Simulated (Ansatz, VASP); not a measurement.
## Cross-check of PtS2 between VASP and Ansatz

Aim: how closely do two programs agree when they are given the same cell, functional and k mesh? The structure shown is the start of the Ansatz relaxation below; VASP solves that cell, so the two are compared at the walk's first step.

Calculated with Ansatz 0.2.0; plane waves, with VASP 6.6.1 beside it; PBE with D3(BJ).

## (1) Starting point

The cell holds 6 atoms: 2 Pt and 4 S. Cell: a = 3.570 Å, b = 3.570 Å, c = 43.100 Å, α = 90.0°, β = 90.0°, γ = 120.0°. Vacuum lies along c.

As a file:

```cif
data_structure
_symmetry_space_group_name_H-M 'P 1'
_symmetry_Int_Tables_number 1
_cell_length_a 3.5700
_cell_length_b 3.5700
_cell_length_c 43.1000
_cell_angle_alpha 90.000
_cell_angle_beta 90.000
_cell_angle_gamma 120.000
_cell_volume 475.71
loop_
_atom_site_label
_atom_site_type_symbol
_atom_site_fract_x
_atom_site_fract_y
_atom_site_fract_z
_atom_site_occupancy
Pt1 Pt 0.00000 0.00000 0.43643 1
Pt2 Pt 0.66667 0.33333 0.56357 1
S3 S 0.33333 0.66667 0.46520 1
S4 S 0.66667 0.33333 0.40766 1
S5 S 0.00000 0.00000 0.59234 1
S6 S 0.33333 0.66667 0.53480 1
```

## (2) Ansatz: relaxation, PBE with D3(BJ)

Ansatz runs on its PAW soft_1 files.

The two programs are compared at the cell with which this relaxation starts, whose forces are those of its first step.

input.yaml

```yaml
crystal:
  lattice:
    - [3.57, 0.0, 0.0]
    - [-1.785, 3.0917106915, 0.0]
    - [0.0, 0.0, 43.1]
  atoms:
    - { symbol: Pt, position: [0.0, 0.0, 0.4364269142] }
    - { symbol: S, position: [0.3333333333, 0.6666666667, 0.4651972158] }
    - { symbol: S, position: [0.6666666667, 0.3333333333, 0.4076566125] }
    - { symbol: Pt, position: [0.6666666667, 0.3333333333, 0.5635730858] }
    - { symbol: S, position: [0.0, 0.0, 0.5923433875] }
    - { symbol: S, position: [0.3333333333, 0.6666666667, 0.5348027842] }
  periodic: [true, true, false]
kpoints:
  mp_grid: { grid: [9, 9, 1] }
hamiltonian:
  xc: pbe
  dispersion: d3bj
  pseudopotentials: { kind: paw, azcp: { folder: soft_1 } }
scf:
  occupations: { method: fermi_dirac, width: 0.02 }
relax:
  f_tol: 0.01
  max_steps: 100
  cell: {}
```

Launch:

```console
ansatz run input.yaml --threads 4 --pin off --max-ram 17510MiB --backend cpu --events-out ev --progress --plain --runs-dir out
```

Numbers of over 12 decimals in the logs are rounded to 6 here.

Output:

```text
Engine: ansatz 0.2.0, aarch64-unknown-linux-gnu
Pseudopotentials: kind: paw
Pseudopotential: Pt, paw, valence charge 18, recommended cutoff 420 eV (normal), soft_1/Pt.paw.azcp
Pseudopotential: S, paw, valence charge 6, recommended cutoff 420 eV (normal), soft_1/S.paw.azcp
Functional definition: PBE
  parameter kappa = 0.804
  parameter beta = 0.066725
  exchange = pbe_x(kappa = kappa, mu = beta*pi^2/3)
  correlation = pbe_c(beta = beta)
Crystal: 6 atoms, lattice volume = 475.712 Å³
Basis set: ecut = 420 eV, 9151 PW (Γ), exchange–correlation on 48×48×600 points (8 copies of the dense FFT grid, shifted against one another)
Bands: 36, of which v1, the nominal top of the filled ones, is band 30 counted from 1 (29 counted from 0)
Symmetry: 12 space group operations
Space group: P-3m1 (ITA 164), of the structure as read, at distance tolerance 7.8e-5 Å
k-points: 12 of 81
Non-local potential: Pt, projectors of the file, l = 0: 3, l = 1: 2, l = 2: 2, l = 3: 1
Non-local potential: S, projectors of the file, l = 0: 2, l = 1: 2, l = 2: 1
PAW form: soft (Blöchl's): semilocal exchange-correlation on the pseudo side does not see the compensation charge
PAW one-centre angular grid: Pt, 590 points (default); XC on 64 Gauss nodes
PAW one-centre angular grid: S, 110 points (default); XC on 64 Gauss nodes
Initial density: superposition of atomic densities (neutral atoms: chi_scale 0, normalization atom)
Initial wavefunctions: pseudopotential atomic-orbital guess
Functional: x = pbe(κ = 0.804, μ = 0.219515), c = pbe(β = 0.066725)
SCF iter   1: F=—  HF=-28664.220113 eV  |F-HF|=—  |Δ(HF+E_count)|=         —  Δρ=4.90e-2  dr2=1.40e1  ethr=3.10e-3  ⟨swp⟩=18.8  Hψ=3598  notcnv=0
preconditioner: auto → Resta (q_TF=auto, 1.932 Å⁻¹)  ε∞=2.8  [insulator: Δε(μ)=1.197 eV  Ē_g=8.385 eV  σ=0.020 eV  W_gap=1.00  n_scr=26 (ndim 8)  ℏωp=11.3 eV  f_vac=0.730  D(μ)=0.00/eV (n_scr^D=0)  ε∞_Penn≈2.8  vacuum switching on, ρ_ref=5.1e-3 e/Å³]
SCF iter   2: F=—  HF=-28662.756357 eV  |F-HF|=—  |Δ(HF+E_count)|=    1.46e0  Δρ=2.69e-2  dr2=6.03e0  ethr=3.10e-3  ⟨swp⟩=4.7  Hψ=1435  notcnv=0  defer=24
SCF iter   3: F=—  HF=-28661.614243 eV  |F-HF|=—  |Δ(HF+E_count)|=    1.14e0  Δρ=1.04e-2  dr2=1.82e-1  ethr=3.10e-3  ⟨swp⟩=4.2  Hψ=1085  notcnv=0  defer=20
SCF iter   4: F=—  HF=-28661.619518 eV  |F-HF|=—  |Δ(HF+E_count)|=   5.27e-3  Δρ=2.39e-3  dr2=3.52e-2  ethr=3.04e-4  ⟨swp⟩=3.1  Hψ=1068  notcnv=0  defer=22
SCF iter   5: F=—  HF=-28661.613697 eV  |F-HF|=—  |Δ(HF+E_count)|=   5.82e-3  Δρ=6.76e-4  dr2=1.09e-2  ethr=5.87e-5  ⟨swp⟩=4.1  Hψ=981  notcnv=0  defer=22
SCF iter   6: F=—  HF=-28661.612881 eV  |F-HF|=—  |Δ(HF+E_count)|=   8.16e-4  Δρ=3.22e-4  dr2=1.48e-3  ethr=1.82e-5  ⟨swp⟩=3.1  Hψ=744  notcnv=0  defer=22
SCF iter   7: F=—  HF=-28661.612972 eV  |F-HF|=—  |Δ(HF+E_count)|=   9.13e-5  Δρ=1.69e-4  dr2=3.27e-4  ethr=2.47e-6  ⟨swp⟩=2.8  Hψ=805  notcnv=0  defer=22
SCF iter   8: F=—  HF=-28661.612955 eV  |F-HF|=—  |Δ(HF+E_count)|=   1.71e-5  Δρ=3.30e-5  dr2=6.53e-6  ethr=5.45e-7  ⟨swp⟩=3.4  Hψ=849  notcnv=0  defer=22
SCF iter   9: F=—  HF=-28661.612811 eV  |F-HF|=—  |Δ(HF+E_count)|=   1.44e-4  Δρ=1.26e-5  dr2=8.76e-7  ethr=1.09e-8  ⟨swp⟩=3.2  Hψ=1014  notcnv=0  defer=22
SCF iter  10: F=-28661.612812 eV  HF=-28661.612812 eV  |F-HF|=1.98e-8  |Δ(HF+E_count)|=   3.46e-7  Δρ=2.49e-6  dr2=3.86e-8  ethr=1.67e-10  ⟨swp⟩=5.4  Hψ=2686  notcnv=0
SCF 1 converged in 10 iterations: F = -28661.612812 eV  dr2 = 3.86e-8
  greatest PAW one-centre occupation: 1.000 electrons in one spin orbital (limit 2), on the Pt atom at site 3 (counted from 0), in its partial waves of l = 0
relax step   1: F+E_penalty+E_count = -28661.61281168 eV  Δ(F+E_penalty+E_count) = +0.000e0 eV  max|allowed force component| = 5.750e-1 eV/Å  Δτ_max = 0.0000 Å  P = -2.468 N/m  Ω = 475.712 Å³  fix = [c, alpha, beta]  reactions: c +0.000 N/m  (10 SCF iters, dr2 threshold 1.00e-7 eV, accepted)
[...]
relax step   3: F+E_penalty+E_count = -28661.70779383 eV  Δ(F+E_penalty+E_count) = -9.417e-3 eV  max|allowed force component| = 9.556e-2 eV/Å  Δτ_max = 0.0897 Å  P = -1.456 N/m  Ω = 472.346 Å³  energy of the carried Pulay correction = +2.150e-4 eV  fix = [c, alpha, beta]  reactions: c -0.000 N/m  (8 SCF iters, dr2 threshold 6.00e-7 eV, accepted)
[...]
relax step   4: F+E_penalty+E_count = -28661.71099903 eV  Δ(F+E_penalty+E_count) = -3.205e-3 eV  max|allowed force component| = 2.148e-2 eV/Å  Δτ_max = 0.0089 Å  P = -0.688 N/m  Ω = 470.633 Å³  energy of the carried Pulay correction = +3.250e-4 eV  fix = [c, alpha, beta]  reactions: c -0.000 N/m  (7 SCF iters, dr2 threshold 6.00e-7 eV, accepted)
[...]
relax step   5: F+E_penalty+E_count = -28661.71227641 eV  Δ(F+E_penalty+E_count) = -1.277e-3 eV  max|allowed force component| = 2.311e-3 eV/Å  Δτ_max = 0.0106 Å  P = -0.014 N/m  Ω = 468.220 Å³  energy of the carried Pulay correction = +4.807e-4 eV  fix = [c, alpha, beta]  reactions: c -0.000 N/m  (7 SCF iters, dr2 threshold 3.67e-7 eV, accepted)
[...]
relax step   6: F+E_penalty+E_count = -28661.71178057 eV  Δ(F+E_penalty+E_count) = +4.958e-4 eV  max|allowed force component| = 2.185e-3 eV/Å  Δτ_max = 0.0000 Å  P = -0.013 N/m  Ω = 468.220 Å³  fix = [c, alpha, beta]  reactions: c -0.000 N/m  stress off target by 1.34e-2 N/m on what of the cell is left free  SCF on the basis re-selected at this cell (its energy is not comparable with the rows above)  (8 SCF iters)
basis re-selected at this cell: Δ(F+E_penalty+E_count) = +4.958e-4 eV, ΔP = +0.001 N/m vs the last step (what re-selecting the basis moved, of the pressure what is left beyond the Pulay correction that the steps carried, after the strain that the cell walked since its last selection, with what the two solves' SCF thresholds leave and, on support functions, any second-order correction that the steps lacked; it is no m [...]
SCF converged after 8 iterations
Free energy (F): -28661.711781 eV
Harris-Foulkes:  -28661.711781 eV  (|F-HF|=1.46e-10)
Internal energy: -28661.711781 eV  (E = F + TS)
E sigma→0 (E₀):  -28661.711781 eV
Fermi energy:    -5.344925 eV
--- Per-component energies (eV) ---
  E_band       = -1616.089848
  E_kinetic    = 1611.231865
  E_local      = -222362.048574  (includes V_loc(G=0)·N_el)
  E_nonlocal   = 543.751296
  E_hartree    = 110067.741001
  E_xc         = -818.825827
  E_vxc        = -871.676072  (∫ρ·V_xc dr)
  E_paw        = -21400.812050  (= ΣΔE_a)
  E_vpaw       = -672.831809  (= ΣTr[D̂ρ^β])
  E_aug_tail   = 0.002232  (compensation charges beyond the density's cutoff)
  E_ewald      = 103699.126789
  E_disp       = -1.878513  (pairwise vdW)
  E_smearing   = -0.000000  (= −TS)
  E_closure    = 0.000000  (closes the sum)
  Σ components = -28661.711781   (vs F -28661.711781, Δ=0.00e0)
--- Forces (eV/Å), atoms counted from 1 ---
  atom   1  Pt    -0.00000000    -0.00000000     0.00029236
  atom   2  S     -0.00000000    -0.00000000    -0.00218470
  atom   3  S      0.00000000     0.00000000    -0.00049552
  atom   4  Pt     0.00000000     0.00000000    -0.00029236
  atom   5  S     -0.00000000    -0.00000000     0.00049552
  atom   6  S      0.00000000     0.00000000     0.00218470
  max |Σ_I F_I| component: 2.02e-17 eV/Å
--- 2D stress c σ (N/m, compression-positive) ---
       -0.013350      -0.000000      -0.000000
       -0.000000      -0.013350      -0.000000
       -0.000000      -0.000000      -0.000000
  P = ½ c Tr σ = -0.0134 N/m
--- Relaxed structure (5 steps of the walk, 5 accepted, 1 SCFs on fresh bases) ---
  F+E_penalty+E_count = -28661.71178057 eV   max|allowed force component| = 2.185e-3 eV/Å   (the final SCF, on the basis selected at the relaxed cell)
  cell:  # Å, volume = 468.2198 Å³
    - [3.541775, 0, 0]
    - [-1.770887, 3.067267, 0]
    - [0, 0, 43.1]
  atoms:
    - { symbol: Pt, position: [0, 0, 0.430784] }
    - { symbol: S, position: [0.333333, 0.666667, 0.459516] }
    - { symbol: S, position: [0.666667, 0.333333, 0.401971] }
    - { symbol: Pt, position: [0.666667, 0.333333, 0.569216] }
    - { symbol: S, position: [0, 0, 0.598029] }
    - { symbol: S, position: [0.333333, 0.666667, 0.540484] }
```

## (3) VASP: single point, PBE with D3(BJ), start cell, pair 1

The same cell, functional, mesh and smearing now go to VASP, with its own data sets.

Lines of VASP's logs that name or quote its potential files are left out, and so is its time.

INCAR

```
SYSTEM = PtS2
PREC = Accurate
ENCUT = 400
EDIFF = 1E-06
NELM = 120
ISMEAR = -1
SIGMA = 0.02
LREAL = .FALSE.
ALGO = Normal
GGA = PE
IVDW = 12
NBANDS = 28
LASPH = .TRUE.
LORBIT = 11
LWAVE = .FALSE.
LCHARG = .FALSE.
ISIF = 2
LDIPOL = .TRUE.
IDIPOL = 3
DIPOL = 0.5 0.5 0.5
LVHAR = .TRUE.
GGA_COMPAT = .FALSE.
EFERMI = MIDGAP
NELMDL = -8
KPAR = 2
```

POSCAR

```
PtS2
1.0
    3.5700000000      0.0000000000      0.0000000000
   -1.7850000000      3.0917110000      0.0000000000
    0.0000000000      0.0000000000     43.1000000000
Pt S
2 4
Direct
    0.9999998923      0.9999999461      0.4364269142
    0.6666665589      0.3333332795      0.5635730858
    0.3333332256      0.6666666128      0.4651972158
    0.6666665589      0.3333332795      0.4076566125
    0.9999998923      0.9999999461      0.5923433875
    0.3333332256      0.6666666128      0.5348027842
```

KPOINTS

```
Automatic mesh
0
Gamma
9 9 1
0 0 0
```

PAW data sets: Pt and S (PBE family, release 64).

Launch:

```console
mpirun -np 2 vasp_std
```

Output:

```text
[banner, memory and clock lines left out]
running    2 mpi-ranks, on    1 nodes
 distrk:  each k-point on    1 cores,    2 groups
 distr:  one band on    1 cores,    1 groups

 POSCAR found type information on POSCAR PtS
 POSCAR found :  2 types and       6 ions
 LDA part: xc-table for (Slater+PW92), standard interpolation
 POSCAR, INCAR and KPOINTS ok, starting setup
 FFT: planning ... GRIDC
 FFT: planning ... GRID_SOFT
 FFT: planning ... GRID
 WAVECAR not read
 entering main loop
       N       E                     dE             d eps       ncg     rms          rms(c)
DAV:   1     0.344735707261E+03    0.34474E+03   -0.13208E+04   672   0.949E+02
DAV:   2     0.135998971634E+02   -0.33114E+03   -0.31834E+03  1048   0.204E+02
DAV:   3    -0.321884591040E+02   -0.45788E+02   -0.45232E+02   836   0.878E+01
DAV:   4    -0.333593209546E+02   -0.11709E+01   -0.11498E+01   920   0.161E+01
DAV:   5    -0.333855523069E+02   -0.26231E-01   -0.26125E-01   860   0.238E+00
DAV:   6    -0.333863581653E+02   -0.80586E-03   -0.80571E-03   944   0.420E-01
DAV:   7    -0.333863833817E+02   -0.25216E-04   -0.25216E-04   876   0.666E-02
DAV:   8    -0.333863847286E+02   -0.13469E-05   -0.13469E-05   804   0.140E-02    0.244E+01
DAV:   9    -0.312380130213E+02    0.21484E+01   -0.15477E+01   712   0.312E+01    0.170E+01
DAV:  10    -0.308229634559E+02    0.41505E+00   -0.42064E+00   700   0.179E+01    0.621E+00
DAV:  11    -0.307220465449E+02    0.10092E+00   -0.32669E-01   736   0.416E+00    0.167E+00
DAV:  12    -0.306997382839E+02    0.22308E-01   -0.92442E-02   752   0.245E+00    0.397E-01
DAV:  13    -0.307007999170E+02   -0.10616E-02   -0.97850E-03   760   0.565E-01    0.413E-01
DAV:  14    -0.307008540091E+02   -0.54092E-04   -0.19401E-04   920   0.815E-02    0.375E-01
DAV:  15    -0.307017522987E+02   -0.89829E-03   -0.24736E-03   804   0.211E-01    0.447E-01
DAV:  16    -0.307016046242E+02    0.14767E-03   -0.22701E-04   832   0.886E-02    0.442E-01
DAV:  17    -0.307013919339E+02    0.21269E-03   -0.28784E-04   752   0.715E-02    0.256E-01
DAV:  18    -0.307013361730E+02    0.55761E-04   -0.65561E-05   840   0.372E-02    0.181E-01
DAV:  19    -0.307013047276E+02    0.31445E-04   -0.67098E-05   744   0.340E-02    0.829E-02
DAV:  20    -0.307013052531E+02   -0.52548E-06   -0.30211E-06   696   0.821E-03
   1 F= -.32637496E+02 E0= -.32637496E+02  d E =-.692630E-10
```

OUTCAR, selected parts (step 3):

```text
ion  position               nearest neighbor table
   1  1.000  1.000  0.436-   3 2.41   3 2.41   4 2.41   4 2.41   3 2.41   4 2.41
   2  0.667  0.333  0.564-   6 2.41   6 2.41   5 2.41   5 2.41   6 2.41   5 2.41
   3  0.333  0.667  0.465-   1 2.41   1 2.41   1 2.41
   4  0.667  0.333  0.408-   1 2.41   1 2.41   1 2.41
   5  1.000  1.000  0.592-   2 2.41   2 2.41   2 2.41
   6  0.333  0.667  0.535-   2 2.41   2 2.41   2 2.41

  LATTYP: Found a hexagonal cell.
 ALAT       =     3.5700000000
 C/A-ratio  =    12.0728291317

 Subroutine GETGRP returns: Found 12 space group operations
 (whereof  6 operations were pure point group operations)

The static configuration has the point symmetry C_3v.
 The point group associated with its full space group is D_3d.

 Found     12 irreducible k-points:

   k-points           NKPTS =     12   k-points in BZ     NKDIM =     12   number of bands    NBANDS=     28

   dimension x,y,z NGX =    24 NGY =   24 NGZ =  288
   dimension x,y,z NGXF=    48 NGYF=   48 NGZF=  576

   ENCUT  =  400.0 eV  29.40 Ry    5.42 a.u.   5.82  5.82 70.29*2*pi/ulx,y,z

   NELECT =      44.0000    total number of electrons

 k-points in reciprocal lattice and weights: Automatic mesh
   0.00000000  0.00000000  0.00000000       0.012
   0.11111111  0.00000000  0.00000000       0.074
   0.22222222  0.00000000  0.00000000       0.074
   0.33333333  0.00000000  0.00000000       0.074
   0.44444444  0.00000000  0.00000000       0.074
   0.11111111  0.11111111  0.00000000       0.074
   0.22222222  0.11111111  0.00000000       0.148
   0.33333333  0.11111111  0.00000000       0.148
   0.44444444  0.11111111  0.00000000       0.074
   0.22222222  0.22222222  0.00000000       0.074
   0.33333333  0.22222222  0.00000000       0.148
   0.33333333  0.33333333  0.00000000       0.025

 dipolmoment           0.000000      0.000000      0.000000 electrons x Angstroem

 average (electrostatic) potential at core
       1 -77.6645       2 -77.6645       3 -94.7536       4 -94.7119       5 -94.7120
       6 -94.7536

 E-fermi :  -2.3813

 k-point     1 :       0.0000    0.0000    0.0000
  band No.  band energies     occupation
    ...
     18      -3.8967      2.00000
     19      -3.8967      2.00000
     20      -3.7461      2.00000
     21      -3.7461      2.00000
     22      -3.2302      2.00000
     23      -0.5005      0.00000
     24      -0.5005      0.00000
     25      -0.2741      0.00000
     26      -0.2741      0.00000
     27       1.9046      0.00000
    ...

 k-point     2 :       0.1111    0.0000    0.0000
  band No.  band energies     occupation
    ...
     18      -3.8288      2.00000
     19      -3.7049      2.00000
     20      -3.6856      2.00000
     21      -3.6657      2.00000
     22      -2.8994      2.00000
     23      -1.1779      0.00000
     24      -0.9106      0.00000
     25      -0.6830      0.00000
     26      -0.4598      0.00000
     27       2.2841      0.00000
    ...

 k-point     3 :       0.2222    0.0000    0.0000
  band No.  band energies     occupation
    ...
     18      -3.9079      2.00000
     19      -3.7816      2.00000
     20      -3.7710      2.00000
     21      -3.6883      2.00000
     22      -2.9711      2.00000
     23      -1.9537      0.00000
     24      -1.4627      0.00000
     25      -0.9112      0.00000
     26      -0.6844      0.00000
     27       2.7556      0.00000
    ...

 Edisp (eV)   -1.93619

  Total      -1.99623    -1.99623     0.40191    -0.00000     0.00000     0.00000
  in kB      -6.72322    -6.72322     1.35361    -0.00000     0.00000     0.00000
  external pressure =       -4.03 kB  Pullay stress =        0.00 kB

  energy-cutoff  :      400.00
  volume of cell :      475.71
      direct lattice vectors                 reciprocal lattice vectors
     3.570000000  0.000000000  0.000000000     0.280112045  0.161722748  0.000000000
    -1.785000000  3.091711000  0.000000000     0.000000000  0.323445497  0.000000000
     0.000000000  0.000000000 43.100000000     0.000000000  0.000000000  0.023201856

 POSITION                                       TOTAL-FORCE (eV/Angst)
 -----------------------------------------------------------------------------------
      1.78500      3.09171     18.81000        -0.000000      0.000000     -0.041761
      1.78500      1.03057     24.29000         0.000000     -0.000000      0.041761
     -0.00000      2.06114     20.05000        -0.000000      0.000000     -0.612704
      1.78500      1.03057     17.57000         0.000000      0.000000      0.211852
      1.78500      3.09171     25.53000         0.000000      0.000000     -0.211852
     -0.00000      2.06114     23.05000         0.000000      0.000000      0.612704
 -----------------------------------------------------------------------------------
    total drift:                                0.000698      0.000403      0.000251

  FREE ENERGIE OF THE ION-ELECTRON SYSTEM (eV)
  ---------------------------------------------------
  free  energy   TOTEN  =       -32.6374960732 eV

  energy  without entropy=      -32.6374960731  energy(sigma->0) =      -32.63749607

 vacuum level on the upper side and lower side of the slab         2.827         2.827

 total charge
# of ion       s       p       d       tot
------------------------------------------
    1        0.683   0.753   7.961   9.397
    2        0.683   0.753   7.961   9.397
    3        1.369   2.266   0.000   3.634
    4        1.360   2.268   0.000   3.628
    5        1.360   2.268   0.000   3.628
    6        1.369   2.266   0.000   3.634
--------------------------------------------------
tot          6.823  10.574  15.921  33.319

[... 3 further parts left out ...]
```

## (4) Comparison

Known differences besides the potentials themselves: Ansatz cuts the interaction across the vacuum, VASP repeats the sheet with a dipole correction (LDIPOL); the data sets hold 60 valence electrons in Ansatz (on its PAW soft_1 files) and 44 in VASP; the cutoff is 420 eV in Ansatz and 400 eV in VASP. Total energies have different zeros and are not compared.

Forces (eV/Å; atoms numbered as in POSCAR):

| atom | Ansatz x, y, z | VASP x, y, z |
| --- | --- | --- |
| Pt1 | 0.000, 0.000, -0.041 | 0.000, 0.000, -0.042 |
| Pt2 | 0.000, 0.000, 0.041 | 0.000, 0.000, 0.042 |
| S3 | 0.000, 0.000, -0.575 | 0.000, 0.000, -0.613 |
| S4 | 0.000, 0.000, 0.175 | 0.000, 0.000, 0.212 |
| S5 | 0.000, 0.000, -0.175 | 0.000, 0.000, -0.212 |
| S6 | 0.000, 0.000, 0.575 | 0.000, 0.000, 0.613 |

The forces differ by 18 meV/Å r.m.s., which is 8.2 % of the r.m.s. force of 0.217 eV/Å (both taken over all components). VASP's last cycles still show a density residual of 8e-03, so its state may not be settled. Where the cell holds vacuum, a pressure given here is an average over it and none of the material.

## (5) Further runs

Further runs change the set-up of one program: Ansatz's method, potentials or start, or VASP's data sets, cutoff or form of LDA. The table gives that difference for each run.

| run | r.m.s. force difference (meV/Å) |
| --- | --- |
| as above | 18 |
| VASP with the data sets Pt_sv_GW and S and a cutoff of 430 eV | 5.4 |

[end of part 1 of 2]

[Lines on the potential files, build, host, timing and source positions are cut from VASP's logs without a mark.]

[Logs are printed without paths, hosts, clocks, repeated set-up lines and the standing remarks that a program may print on its own settings, such as how far it seeks lower states.]

[Hosts, paths, dates, database ids (printed as entryN), source tags and the programs' standing remarks are cut or masked in the printed files.]
